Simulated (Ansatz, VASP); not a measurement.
**Hf2CF2 (Hf2CF2 MXene monolayer) in two plane-wave programs**

Wanted: the spread between two codes on one cell, functional and k mesh. The cell is taken from a series of runs on this material, whose earlier steps may have relaxed, scaled, displaced or heated it; both programs get it as it stands.

Main program and level: Ansatz 0.2.0; plane waves, with VASP 6.6.1 beside it; single point at PBE with D3(BJ).

**1. The starting structure**

The cell holds 5 atoms: 2 F, 2 Hf and 1 C. Its edges and angles: a = 3.256 Å, b = 3.256 Å, c = 23.113 Å, α = 90.0°, β = 90.0°, γ = 120.0°. Vacuum lies along c.

**2. VASP: single point, PBE with D3(BJ)**

With cell and atoms fixed, the geometry can't cause a difference; cores, projectors, grids and the points listed under the comparison can.

Lines of VASP's logs that name or quote its potential files are left out, and so is its time.

Contents of INCAR:

```
SYSTEM = Hf2CF2
PREC = Accurate
ENCUT = 520
EDIFF = 1E-06
NELM = 120
ISMEAR = -1
SIGMA = 0.02585
LREAL = .FALSE.
ALGO = Normal
GGA = PE
IVDW = 12
NBANDS = 25
LASPH = .TRUE.
LORBIT = 11
LWAVE = .FALSE.
LCHARG = .FALSE.
ISIF = 2
LDIPOL = .TRUE.
IDIPOL = 3
DIPOL = 0.5 0.5 0.5
LVHAR = .TRUE.
GGA_COMPAT = .FALSE.
NELMDL = -8
KPAR = 2
```

Contents of POSCAR:

```
Hf2CF2
1.0
    3.2557262649      0.0000000000      0.0000000000
   -1.6278631325      2.8195416532      0.0000000000
    0.0000000000      0.0000000000     23.1134204060
F Hf C
2 2 1
Direct
    0.3333333333      0.6666666667      0.3893841691
    0.6666666667      0.3333333333      0.6106158309
    0.6666666667      0.3333333333      0.4479781567
    0.3333333333      0.6666666667      0.5520218433
    0.0000000000      0.0000000000      0.5000000000
```

Contents of KPOINTS:

```
Automatic mesh
0
Gamma
18 18 1
0 0 0
```

The projector-augmented-wave data sets are F, Hf_pv and C (PBE family, release 64).

Run with:

```bash
$ mpirun -np 2 vasp_std
```

Numbers of over 12 decimals in the logs are rounded to 6 here.

Log:

```text
[banner, memory and clock lines left out]
running    2 mpi-ranks, on    1 nodes
 distrk:  each k-point on    1 cores,    2 groups
 distr:  one band on    1 cores,    1 groups

 POSCAR found type information on POSCAR F HfC
 POSCAR found :  3 types and       5 ions
 LDA part: xc-table for (Slater+PW92), standard interpolation
 POSCAR, INCAR and KPOINTS ok, starting setup
 FFT: planning ... GRIDC
 FFT: planning ... GRID_SOFT
 FFT: planning ... GRID
 WAVECAR not read
 entering main loop
       N       E                     dE             d eps       ncg     rms          rms(c)
DAV:   1     0.269596072965E+03    0.26960E+03   -0.19730E+04  2210   0.126E+03
DAV:   2    -0.245761292643E+02   -0.29417E+03   -0.28943E+03  2339   0.314E+02
DAV:   3    -0.503789590413E+02   -0.25803E+02   -0.25661E+02  2372   0.880E+01
DAV:   4    -0.508379687687E+02   -0.45901E+00   -0.45740E+00  2460   0.131E+01
DAV:   5    -0.508482178598E+02   -0.10249E-01   -0.10243E-01  2435   0.183E+00
DAV:   6    -0.508486254756E+02   -0.40762E-03   -0.40755E-03  2540   0.356E-01
DAV:   7    -0.508486411542E+02   -0.15679E-04   -0.15677E-04  2427   0.659E-02
DAV:   8    -0.508486419540E+02   -0.79985E-06   -0.80017E-06  2396   0.148E-02    0.715E+01
DAV:   9    -0.439031367811E+02    0.69455E+01   -0.33830E+01  2092   0.281E+01    0.484E+01
DAV:  10    -0.438253300976E+02    0.77807E-01   -0.27193E+00  2520   0.111E+01    0.891E+00
DAV:  11    -0.437607326532E+02    0.64597E-01   -0.45659E-01  2442   0.398E+00    0.180E+00
DAV:  12    -0.437527129121E+02    0.80197E-02   -0.24425E-02  2595   0.107E+00    0.878E-01
DAV:  13    -0.437490712479E+02    0.36417E-02   -0.77776E-03  2515   0.554E-01    0.352E-01
DAV:  14    -0.437474309288E+02    0.16403E-02   -0.38919E-03  2483   0.296E-01    0.357E-01
[...]
DAV:  18    -0.437479348923E+02   -0.17705E-03   -0.67449E-05  2352   0.384E-02    0.471E-02
DAV:  19    -0.437482481726E+02   -0.31328E-03   -0.16817E-05  2115   0.175E-02    0.331E-02
DAV:  20    -0.437483734738E+02   -0.12530E-03   -0.31133E-06  2147   0.814E-03    0.194E-02
DAV:  21    -0.437484584389E+02   -0.84965E-04   -0.28743E-06  1941   0.612E-03    0.301E-03
DAV:  22    -0.437484783136E+02   -0.19875E-04   -0.71221E-07  1768   0.288E-03    0.346E-03
DAV:  23    -0.437484874258E+02   -0.91122E-05   -0.51956E-07  1714   0.235E-03    0.166E-03
DAV:  24    -0.437484887740E+02   -0.13481E-05   -0.64377E-08  1817   0.918E-04    0.948E-04
DAV:  25    -0.437484897001E+02   -0.92614E-06   -0.57245E-08  1635   0.719E-04
   1 F= -.44625283E+02 E0= -.44622863E+02  d E =-.483866E-02
```

Parts of OUTCAR (step 2):

```text
ion  position               nearest neighbor table
   1  0.333  0.667  0.389-   3 2.32   3 2.32   3 2.32
   2  0.667  0.333  0.611-   4 2.32   4 2.32   4 2.32
   3  0.667  0.333  0.448-   5 2.23   5 2.23   5 2.23   1 2.32   1 2.32   1 2.32   4 3.05   4 3.05
                             4 3.05
   4  0.333  0.667  0.552-   5 2.23   5 2.23   5 2.23   2 2.32   2 2.32   2 2.32   3 3.05   3 3.05
                             3 3.05
   5  0.000  0.000  0.500-   3 2.23   4 2.23   3 2.23   4 2.23   3 2.23   4 2.23

  LATTYP: Found a hexagonal cell.
 ALAT       =     3.2557262649
 C/A-ratio  =     7.0993131871

 Subroutine GETGRP returns: Found 12 space group operations
 (whereof 12 operations were pure point group operations)

The static configuration has the point symmetry D_3d.

 Found     37 irreducible k-points:

   k-points           NKPTS =     37   k-points in BZ     NKDIM =     37   number of bands    NBANDS=     25

   dimension x,y,z NGX =    24 NGY =   24 NGZ =  180
   dimension x,y,z NGXF=    48 NGYF=   48 NGZF=  360

   ENCUT  =  520.0 eV  38.22 Ry    6.18 a.u.   6.05  6.05 42.98*2*pi/ulx,y,z

   NELECT =      38.0000    total number of electrons

 k-points in reciprocal lattice and weights: Automatic mesh
   0.00000000  0.00000000  0.00000000       0.003
   0.05555556  0.00000000  0.00000000       0.019
   0.11111111  0.00000000  0.00000000       0.019
   0.16666667  0.00000000  0.00000000       0.019
   0.22222222 -0.00000000  0.00000000       0.019
   0.27777778  0.00000000  0.00000000       0.019
   0.33333333  0.00000000  0.00000000       0.019
   0.38888889  0.00000000  0.00000000       0.019
   0.44444444 -0.00000000  0.00000000       0.019
[...]
0.33333333  0.27777778  0.00000000       0.037
   0.33333333  0.33333333  0.00000000       0.006

 dipolmoment           0.000000      0.000000      0.000000 electrons x Angstroem

 average (electrostatic) potential at core
       1 -82.9816       2 -82.9816       3 -43.8567       4 -43.8567       5 -55.4491

 E-fermi :  -0.6918

 k-point     1 :       0.0000    0.0000    0.0000
  band No.  band energies     occupation
    ...
     14      -8.0075      2.00000
     15      -8.0075      2.00000
     16      -5.7368      2.00000
     17      -4.2012      2.00000
     18      -4.2012      2.00000
     19      -0.5080      0.00163
     20      -0.5080      0.00163
     21      -0.2002      0.00000
     22       0.6933      0.00000
     23       0.8035      0.00000
    ...

 k-point     2 :       0.0556    0.0000    0.0000
  band No.  band energies     occupation
    ...
     15      -7.9528      2.00000
     16      -5.6996      2.00000
     17      -4.3149      2.00000
     18      -4.2087      2.00000
     19      -0.6689      0.58395
     20      -0.4350      0.00010
     21      -0.1794      0.00000
     22       0.8143      0.00000
     23       0.8685      0.00000
     24       2.0622      0.00000
    ...

 k-point     3 :       0.1111    0.0000    0.0000
  band No.  band energies     occupation
    ...
     15      -7.8792      2.00000
     16      -5.6018      2.00000
     17      -4.6004      2.00000
     18      -4.2265      2.00000
     19      -1.0360      2.00000
     20      -0.2200      0.00000
     21      -0.1088      0.00000
     22       0.9789      0.00000
     23       1.0534      0.00000
     24       1.9234      0.00000
    ...

 Edisp (eV)   -0.87679

  Total      -0.71463    -0.71463    -0.71031     0.00000    -0.00000    -0.00000
  in kB      -5.39637    -5.39637    -5.36376     0.00000    -0.00000    -0.00000
  external pressure =       -5.39 kB  Pullay stress =        0.00 kB

  energy-cutoff  :      520.00
  volume of cell :      212.17
      direct lattice vectors                 reciprocal lattice vectors
     3.255726265  0.000000000  0.000000000     0.307151130  0.177333787  0.000000000
    -1.627863132  2.819541653  0.000000000     0.000000000  0.354667575  0.000000000
     0.000000000  0.000000000 23.113420406     0.000000000  0.000000000  0.043264908

 POSITION                                       TOTAL-FORCE (eV/Angst)
 -----------------------------------------------------------------------------------
     -0.00000      1.87969      9.00000        -0.000000     -0.000000      0.138890
      1.62786      0.93985     14.11342         0.000000     -0.000000     -0.138890
      1.62786      0.93985     10.35431        -0.000000      0.000000     -0.043262
     -0.00000      1.87969     12.75911         0.000000      0.000000      0.043262
      0.00000      0.00000     11.55671         0.000000      0.000000      0.000000
 -----------------------------------------------------------------------------------
    total drift:                               -0.000000      0.000000      0.000000

  FREE ENERGIE OF THE ION-ELECTRON SYSTEM (eV)
  ---------------------------------------------------
  free  energy   TOTEN  =       -44.6252825237 eV

  energy  without entropy=      -44.6204438670  energy(sigma->0) =      -44.62286320

 vacuum level on the upper side and lower side of the slab         2.939         2.939

 total charge
# of ion       s       p       d       tot
------------------------------------------
    1        1.736   4.346   0.000   6.082
    2        1.736   4.346   0.000   6.082
    3        0.296   6.485   1.742   8.522
    4        0.296   6.485   1.742   8.522
    5        0.865   1.596   0.000   2.461
--------------------------------------------------
tot          4.931  23.256   3.483  31.671

[... 3 further parts left out ...]
```

Harder data sets than Hf_pv exist (the GW ones), and pressures, volumes and forces can shift noticeably with them.

**3. Ansatz: single point, PBE with D3(BJ)**

Ansatz runs on its default PAW (the set named soft_2) files.

The same cell, functional, mesh and smearing now go to Ansatz, which takes its cutoff from its data sets.

Contents of input.yaml:

```yaml
crystal:
  lattice:
    - [3.2557262649, 0.0, 0.0]
    - [-1.6278631325, 2.8195416532, 0.0]
    - [0.0, 0.0, 23.113420406]
  atoms:
    - { symbol: F, position: [0.3333333333, 0.6666666667, 0.3893841691] }
    - { symbol: Hf, position: [0.6666666667, 0.3333333333, 0.4479781567] }
    - { symbol: C, position: [0.0, 0.0, 0.5] }
    - { symbol: Hf, position: [0.3333333333, 0.6666666667, 0.5520218433] }
    - { symbol: F, position: [0.6666666667, 0.3333333333, 0.6106158309] }
kpoints:
  mp_grid: { grid: [18, 18, 1] }
  band_path:
    path: [[0, 0, 0], [0.5, 0, 0], [0.33333333, 0.33333333, 0], [0, 0, 0]]
    npoints: 16
hamiltonian:
  xc: pbe
  dispersion: d3bj
scf:
  occupations: { method: fermi_dirac, width: 0.02585 }
  convergence: { dr2_threshold: 1.0e-10 }
efield:
  axis: 3
  dipole_correction: true
  ramp_position: 0.97
  ramp_width: 0.06
  amplitude: 0
output:
  dos: { projected: true, e_range: [-6, 5] }
  write_potential: true
  write_density: true
  volumetric_format: npy
  elf: true
```

Run with:

```bash
$ ansatz run input.yaml --threads 2 --pin off --max-ram 3072MiB --backend cpu --events-out ev --progress --plain --runs-dir out
```

Log:

```text
Engine: ansatz 0.2.0, aarch64-unknown-linux-gnu
Pseudopotentials: kind: paw
Pseudopotential: F, paw, valence charge 7, recommended cutoff 420 eV (normal), F.paw.azcp
Pseudopotential: Hf, paw, valence charge 26, recommended cutoff 420 eV (normal), Hf.paw.azcp
Pseudopotential: C, paw, valence charge 4, recommended cutoff 420 eV (normal), C.paw.azcp
Functional definition: PBE
  parameter kappa = 0.804
  parameter beta = 0.066725
  exchange = pbe_x(kappa = kappa, mu = beta*pi^2/3)
  correlation = pbe_c(beta = beta)
Crystal: 5 atoms, lattice volume = 212.173 Å³
Basis set: ecut = 420 eV, 4181 PW (Γ)
Bands: 42, of which v1, the nominal top of the filled ones, is band 35 counted from 1 (34 counted from 0)
Symmetry: 6 space group operations
k-points: 37 of 324 (time reversal used)
Non-local potential: F, projectors of the file, l = 0: 2, l = 1: 2, l = 2: 1
Non-local potential: Hf, projectors of the file, l = 0: 3, l = 1: 2, l = 2: 2, l = 3: 3
Non-local potential: C, projectors of the file, l = 0: 2, l = 1: 2, l = 2: 1
PAW form: soft (Blöchl's): semilocal exchange-correlation on the pseudo side does not see the compensation charge
PAW one-centre angular grid: F, 110 points (default); XC on 64 Gauss nodes
PAW one-centre angular grid: Hf, 590 points (default); XC on 64 Gauss nodes
PAW one-centre angular grid: C, 110 points (default); XC on 64 Gauss nodes
Initial density: superposition of atomic densities (neutral atoms: chi_scale 0, normalization atom), corrected by the library's trained network
Initial wavefunctions: pseudopotential atomic-orbital guess
Functional: x = pbe(κ = 0.804, μ = 0.219515), c = pbe(β = 0.066725)
SCF iter   1: F=—  HF=-33316.537835 eV  |F-HF|=—  |Δ(HF+E_count)|=         —  Δρ=4.59e-3  dr2=4.29e-2  ethr=1.77e-3  p=-0.000 e·Å  D=-2.35e-14 V/Å  ΔV_dip=0.00 eV  dr2_dipole=9.17e-9  V_vac-E_F(+/−)=3.73/3.73 eV  ⟨swp⟩=6.8  Hψ=6485  notcnv=0  defer=2
efield: sawtooth ramp at fractional position 0.9700 (set: `efield.ramp_position`, or a place that a band, a saddle search or an elastic batch's reference lends), width 0.0600; the density the first Hamiltonian is built on has a dipole p = -0.000 e·Å; the dipole correction subtracts the counter field D = -2.35e-14 V/Å, which shifts the + side's vacuum level by +0.00 eV against the − side's; the planar-averaged density in the ramp window peaks in size at 1.2e-5 e/Å³
preconditioner: auto → LDOS  [insulator: Δε(μ)=0.185 eV  Ē_g=17.800 eV  σ=0.026 eV  W_gap=0.60  n_scr=34 (ndim 8)  ℏωp=20.7 eV  f_vac=0.694  D(μ)=2.43/eV (n_scr^D=10)  ε∞_Penn≈2.4  β→1.0]
SCF iter   2: F=—  HF=-33316.538715 eV  |F-HF|=—  |Δ(HF+E_count)|=   8.80e-4  Δρ=3.63e-3  dr2=1.99e-2  ethr=6.13e-5  p=-0.000 e·Å  D=-5.33e-7 V/Å  ΔV_dip=0.00 eV  dr2_dipole=2.32e-9  V_vac-E_F(+/−)=3.50/3.50 eV  ⟨swp⟩=3.6  Hψ=3820  notcnv=0  defer=66
SCF iter   3: F=—  HF=-33316.534290 eV  |F-HF|=—  |Δ(HF+E_count)|=   4.43e-3  Δρ=7.04e-4  dr2=1.02e-3  ethr=2.84e-5  p=-0.000 e·Å  D=-3.54e-6 V/Å  ΔV_dip=0.00 eV  dr2_dipole=1.62e-9  V_vac-E_F(+/−)=3.62/3.62 eV  ⟨swp⟩=2.9  Hψ=2806  notcnv=0  defer=66
SCF iter   4: F=—  HF=-33316.534197 eV  |F-HF|=—  |Δ(HF+E_count)|=   9.23e-5  Δρ=2.12e-4  dr2=7.81e-5  ethr=1.46e-6  p=-0.000 e·Å  D=-1.68e-6 V/Å  ΔV_dip=0.00 eV  dr2_dipole=2.77e-10  V_vac-E_F(+/−)=3.61/3.61 eV  ⟨swp⟩=2.9  Hψ=3646  notcnv=0  defer=66
SCF iter   5: F=—  HF=-33316.534186 eV  |F-HF|=—  |Δ(HF+E_count)|=   1.12e-5  Δρ=8.28e-5  dr2=8.32e-6  ethr=1.12e-7  p=-0.000 e·Å  D=-1.43e-6 V/Å  ΔV_dip=0.00 eV  dr2_dipole=1.75e-10  V_vac-E_F(+/−)=3.61/3.61 eV  ⟨swp⟩=2.4  Hψ=3086  notcnv=0  defer=66
SCF iter   6: F=—  HF=-33316.534203 eV  |F-HF|=—  |Δ(HF+E_count)|=   1.73e-5  Δρ=3.20e-5  dr2=2.12e-6  ethr=1.19e-8  p=-0.000 e·Å  D=-9.44e-7 V/Å  ΔV_dip=0.00 eV  dr2_dipole=5.82e-11  V_vac-E_F(+/−)=3.61/3.61 eV  ⟨swp⟩=2.2  Hψ=2806  notcnv=0  defer=66
SCF iter   7: F=—  HF=-33316.534104 eV  |F-HF|=—  |Δ(HF+E_count)|=   9.99e-5  Δρ=9.87e-6  dr2=2.05e-7  ethr=3.03e-9  p=-0.000 e·Å  D=-4.60e-7 V/Å  ΔV_dip=0.00 eV  dr2_dipole=1.61e-11  V_vac-E_F(+/−)=3.61/3.61 eV  ⟨swp⟩=2.3  Hψ=2683  notcnv=0  defer=66
SCF iter   8: F=—  HF=-33316.534104 eV  |F-HF|=—  |Δ(HF+E_count)|=   5.31e-7  Δρ=2.56e-6  dr2=2.05e-8  ethr=2.93e-10  p=-0.000 e·Å  D=-1.93e-7 V/Å  ΔV_dip=0.00 eV  dr2_dipole=2.21e-12  V_vac-E_F(+/−)=3.61/3.61 eV  ⟨swp⟩=3.1  Hψ=2805  notcnv=0  defer=66
SCF iter   9: F=—  HF=-33316.534104 eV  |F-HF|=—  |Δ(HF+E_count)|=   2.46e-8  Δρ=7.19e-7  dr2=1.22e-9  ethr=2.93e-11  p=-0.000 e·Å  D=-8.03e-8 V/Å  ΔV_dip=0.00 eV  dr2_dipole=9.13e-13  V_vac-E_F(+/−)=3.61/3.61 eV  ⟨swp⟩=2.1  Hψ=2646  notcnv=0  defer=66
SCF iter  10: F=—  HF=-33316.534104 eV  |F-HF|=—  |Δ(HF+E_count)|=   2.92e-9  Δρ=2.78e-7  dr2=1.29e-10  ethr=1.74e-12  p=-0.000 e·Å  D=-4.60e-8 V/Å  ΔV_dip=0.00 eV  dr2_dipole=1.13e-13  V_vac-E_F(+/−)=3.61/3.61 eV  ⟨swp⟩=2.9  Hψ=2962  notcnv=0  defer=66
SCF iter  11: F=-33316.534104 eV  HF=-33316.534104 eV  |F-HF|=1.24e-10  |Δ(HF+E_count)|=  1.46e-11  Δρ=6.65e-8  dr2=7.87e-12  ethr=1.00e-12  p=-0.000 e·Å  D=-2.12e-8 V/Å  ΔV_dip=0.00 eV  dr2_dipole=5.72e-14  V_vac-E_F(+/−)=3.61/3.61 eV  ⟨swp⟩=10.6  Hψ=5224  notcnv=0
SCF 1 converged in 11 iterations: F = -33316.534104 eV  dr2 = 7.87e-12
  greatest PAW one-centre occupation: 0.998 electrons in one spin orbital (limit 2), on the Hf atom at site 3 (counted from 0), in its partial waves of l = 0
NSCF: frozen V_eff on 49 k-points
efield: sawtooth ramp at fractional position 0.9700 (kept from the solve that this one continues, or follows in the run), width 0.0600; the density the first Hamiltonian is built on has a dipole p = -0.000 e·Å; the dipole correction subtracts the counter field D = -2.12e-8 V/Å, which shifts the + side's vacuum level by +0.00 eV against the − side's; the planar-averaged density in the ramp window peaks in size at 1.6e-7 e/Å³
WARN: The output density's exchange-correlation potential varies sharply where the density is thin. Do not read a vacuum level from v_tot or v_xc, or from such a field of the output density. On a cell that repeats whose density bears no net charge and no dipole along the vacuum's axis use v_es (v_loc + v_h of the components); under efield.dipole_correction with no amplitude use v_es + v_field, which holds any externa [...]
SCF converged after 11 iterations
Free energy (F): -33316.534104 eV
Harris-Foulkes:  -33316.534104 eV  (|F-HF|=1.24e-10)
Internal energy: -33316.529265 eV  (E = F + TS)
E sigma→0 (E₀):  -33316.531684 eV
Entropy (-TS):   -0.004839 eV (-0.968 meV/atom)
Fermi energy:    2.824504 eV
Dipole field:    D = 0.000000 V/Å  (p = 0.000000 e·Å, saw-weighted, corrected)
Work function:   Φ+ = 3.6064 eV   Φ− = 3.6065 eV
Levels:          The Fermi level and band energies are counted from a zero that moves with the ramp; work functions are not
--- Per-component energies (eV) ---
  E_band       = -1033.244256
  E_kinetic    = 1352.270691
  E_local      = -118805.156718  (includes V_loc(G=0)·N_el)
  E_nonlocal   = -2314.564234
  E_hartree    = 58411.633928
  E_xc         = -809.480609
  E_vxc        = -799.123289  (∫ρ·V_xc dr)
  E_paw        = -14354.216252  (= ΣΔE_a)
  E_vpaw       = 2710.057453  (= ΣTr[D̂ρ^β])
  E_aug_tail   = 0.004111  (compensation charges beyond the density's cutoff)
  E_efield     = 0.000000  (sawtooth field / dipole correction)
  E_vefield    = 0.000000  (∫n·V_field dr)
  E_ewald      = 43203.856723
  E_disp       = -0.876904  (pairwise vdW)
  E_smearing   = -0.004839  (= −TS)
  E_closure    = 0.000000  (closes the sum)
  Σ components = -33316.534104   (vs F -33316.534104, Δ=0.00e0)
--- Band table (eV; the first three rows and the last of 37) ---
  k-point 0: bands = [... 31 lower, -2.1799, -0.6623, -0.6623, 2.9948, 2.9948, 3.3110, 4.2078, 4.3108, ... 3 higher]
  k-point 1: bands = [... 31 lower, -2.1449, -0.7773, -0.6711, 2.8371, 3.0686, 3.3327, 4.3262, 4.3755, ... 3 higher]
  k-point 2: bands = [... 31 lower, -2.0523, -1.0663, -0.6920, 2.4744, 3.2856, 3.4061, 4.4881, 4.5605, ... 3 higher]
  k-point 36: bands = [... 31 lower, -2.0779, -2.0779, -1.0572, 3.1844, 4.0015, 4.0015, 5.6717, 6.3158, ... 3 higher]
```

In the SCF lines HF is the Harris–Foulkes energy and dr2 the Hartree energy of the density residual, in eV; the loop may stop once dr2 is under the threshold and the program's other checks hold. Hψ counts applications of the Hamiltonian.

**4. Differences**

Known differences besides the potentials themselves: the data sets hold 70 valence electrons in Ansatz (on its default PAW (the set named soft_2) files) and 38 in VASP; the cutoff is 420 eV in Ansatz and 520 eV in VASP. Total energies have different zeros and are not compared.

Compared:

```
                                   quantity  Ansatz  VASP  difference
 work function, lower of the two faces (eV)    3.61  3.63       -0.02
work function, higher of the two faces (eV)    3.61  3.63       -0.02
```

With vacuum in the cell, a pressure given here is an average over mostly empty space and none of the material.

**5. Outcome**

```yaml
difference_in_work_function_lower_of_the_two_faces_single_point_pbe_with_d3_bj: -0.024 eV
```

What this shows: The difference in work function, lower of the two faces is -0.024 eV (single point, PBE with D3(BJ)). The data sets hold unlike numbers of valence electrons (70 in Ansatz and 38 in VASP), so part of the differences comes from the potentials. How closely two codes agree says nothing of how well the functional describes the real material.

[Lines on the potential files, build, host, timing and source positions are cut from VASP's logs without a mark.]

[Logs are printed without paths, hosts, clocks, repeated set-up lines and the standing remarks that a program may print on its own settings, such as how far it seeks lower states.]

[Hosts, paths, dates, database ids (printed as entryN), source tags and the programs' standing remarks are cut or masked in the printed files.]
